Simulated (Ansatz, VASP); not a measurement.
## One calculation of P4C, two programs

The input INCAR:

```
SYSTEM = P4C
PREC = Accurate
ENCUT = 600
EDIFF = 1E-6
ISMEAR = 0
SIGMA = 0.1
LREAL = .FALSE.
LASPH = .TRUE.
NELM = 80
ALGO = Normal
ISIF = 3
LWAVE = .FALSE.
LCHARG = .FALSE.
GGA = PE
IBRION = 2
NSW = 90
EDIFFG = -0.04
```

KPOINTS

```
regular mesh
0
G
  6 6 6
  0 0 0
```

Contents of POSCAR:

```
P4C
1.0
   -2.5632922801      2.5632922801      2.5632922801
    2.5632922801     -2.5632922801      2.5632922801
    2.5632922801      2.5632922801     -2.5632922801
P C
4 1
Direct
    0.0000000000      0.0000000000      0.5000000000
    0.5000000000      0.0000000000      0.0000000000
    0.0000000000      0.5000000000      0.0000000000
    0.5000000000      0.5000000000      0.5000000000
    0.0000000000      0.0000000000      0.0000000000
```

Input for Ansatz:

```yaml
crystal:
  lattice:
    - [-2.5632922801, 2.5632922801, 2.5632922801]
    - [2.5632922801, -2.5632922801, 2.5632922801]
    - [2.5632922801, 2.5632922801, -2.5632922801]
  atoms:
    - { symbol: P, position: [0.0, 0.0, 0.5] }
    - { symbol: P, position: [0.5, 0.0, 0.0] }
    - { symbol: P, position: [0.0, 0.5, 0.0] }
    - { symbol: P, position: [0.5, 0.5, 0.5] }
    - { symbol: C, position: [0.0, 0.0, 0.0] }
basis:
  ecutwfc: 420
kpoints:
  mp_grid: { grid: [6, 6, 6] }
hamiltonian:
  xc: pbe
scf:
  occupations: { method: gaussian, width: 0.1 }
  lower_state_search: "off"
output:
  forces: true
  stress: true
  eigenvalues: true
relax:
  adjacent_minimum: "off"
  f_tol: 0.04
  max_steps: 70
  cell: { stress_tol: 0.4 }
```

Change from the starting cell: species swapped into the Hg4Pt type (Im-3m, No. 229).

Alike in both runs: task relaxation of cell and atoms; functional PBE; k mesh 6 × 6 × 6; occupations gaussian, width 0.1 eV; no spin polarisation.

|  | VASP | Ansatz |
| --- | --- | --- |
| version | VASP 6.6.1 | Ansatz 0.2.0 |
| potentials or method | VASP PAW PBE potentials, release 64 (P, C) | scalar-relativistic, plane waves, PAW |
| plane-wave cutoff (eV) | 600 | 420 |
| valence electrons in the cell | 24 | 24 |

|  | VASP | Ansatz | Ansatz less VASP |
| --- | --- | --- | --- |
| gap on the k mesh at the Fermi level, each at its own relaxed structure (eV) | none | none | - |
| relaxed volume (Å³/atom) | 13.24 | 13.32 | +0.078 |
| relaxed cell length with the largest relative difference (Å) | 4.414 | 4.423 | +0.0087 |

A gap of «none» marks a metal or a gap that the smearing closes.
